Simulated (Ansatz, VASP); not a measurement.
# HfRu in VASP and in Ansatz

```
CELL_PARAMETERS angstrom
3.18166 0.00000 0.00000
0.00000 3.18166 0.00000
0.00000 0.00000 3.18166
ATOMIC_POSITIONS crystal
Hf 0.00000 0.00000 0.00000
Ru 0.50000 0.50000 0.50000
```

Alike in both runs: functional LDA; k mesh 10 × 10 × 10; occupations fermi-dirac, width 0.05 eV; no spin polarisation.

Ansatz relaxed the structure, and its values are those at the end. VASP's run is a single point on that final structure, the one shown.

```csv
,VASP,Ansatz
version,VASP 6.6.1,Ansatz 0.2.0
potentials or method,"VASP PAW LDA potentials, release 64 (Hf_pv, Ru_pv), cutoff 520 eV","all-electron LAPW, scalar-relativistic"
```

```csv
,VASP,Ansatz,Ansatz less VASP
pressure (GPa),-0.4,0.0,+0.42
```

Ansatz ran all-electron here, so the differences hold the error of VASP's frozen core and of both bases.

The runs have no spin-orbit coupling, so splittings on Hf are missing.
